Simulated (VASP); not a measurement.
An input for Ansatz (written as the equivalent of a VASP run, and not itself run):

Ansatz 0.2 input:
```yaml
crystal:
  lattice:
    - [3.9033399, 0.0000000, 0.0000000]
    - [0.0000000, 3.9033399, 0.0000000]
    - [0.0000000, 0.0000000, 3.9033399]
  atoms:
    - { symbol: Sr, position: [0.0000000, 0.0000000, 0.0000000] }
    - { symbol: Ti, position: [0.5000000, 0.5000000, 0.5000000] }
    - { symbol: O, position: [0.5000000, 0.0000000, 0.5000000] }
    - { symbol: O, position: [0.0000000, 0.5000000, 0.5000000] }
    - { symbol: O, position: [0.5000000, 0.5000000, 0.0000000] }
kpoints:
  mp_grid: { grid: [6, 6, 6] }
hamiltonian:
  xc: pbe
  pseudopotentials: { kind: paw }
scf:
  occupations: { method: gaussian, width: 0.05 }
  max_iter: 100
relax:
  max_steps: 40
  f_tol: 0.02
  cell: { p_target: 10 }
output: { forces: true, stress: true, eigenvalues: true }
```

Translate this input to VASP (INCAR, KPOINTS, POSCAR, choice of POTCAR).

This is not unique; one that fits is 
**KPOINTS**
```
Automatic mesh
0
Gamma
6 6 6
0 0 0
```

POSCAR:
```
SrTiO3
1.0
  3.9033398521   0.0000000000   0.0000000000
  0.0000000000   3.9033398521   0.0000000000
  0.0000000000   0.0000000000   3.9033398521
Sr Ti O
1 1 3
Cartesian
  0.0000000000   0.0000000000   0.0000000000
  1.9516699260   1.9516699260   1.9516699260
  1.9516699260   0.0000000000   1.9516699260
  0.0000000000   1.9516699260   1.9516699260
  1.9516699260   1.9516699260   0.0000000000
```

**INCAR**
```
! general
SYSTEM   =  SrTiO3
PREC     =  Accurate
ENCUT    =  620
LREAL    =  F
LASPH    =  T

! electronic loop
EDIFF    =  1E-6
NELM     =  100
ALGO     =  Normal
LMAXMIX  =  4

! smearing
ISMEAR   =  0
SIGMA    =  0.05

! functional
GGA      =  PE

! ions
IBRION   =  2
NSW      =  40
ISIF     =  3
EDIFFG   =  -0.02
PSTRESS  =  100

! output
LWAVE    =  F
LCHARG   =  F
```

POTCAR, in this order: Sr_sv Ti_sv O (PBE.64 set). Program: vasp_std.

Limits of the translation: each code has its own PAW files, so the cut-off isn't converted (ENCUT is set for VASP's; basis.ecutwfc is left out, and Ansatz then takes the one that its files recommend); Ansatz stops its SCF on the density residual and VASP on the energy change (EDIFF).

The compound is SrTiO3 in the cubic perovskite structure, the ideal cubic form; the compound distorts at low or room temperature. This run relaxes it under an external pressure of 10 GPa. Symmetry was kept, so distortions that lower it aren't found.
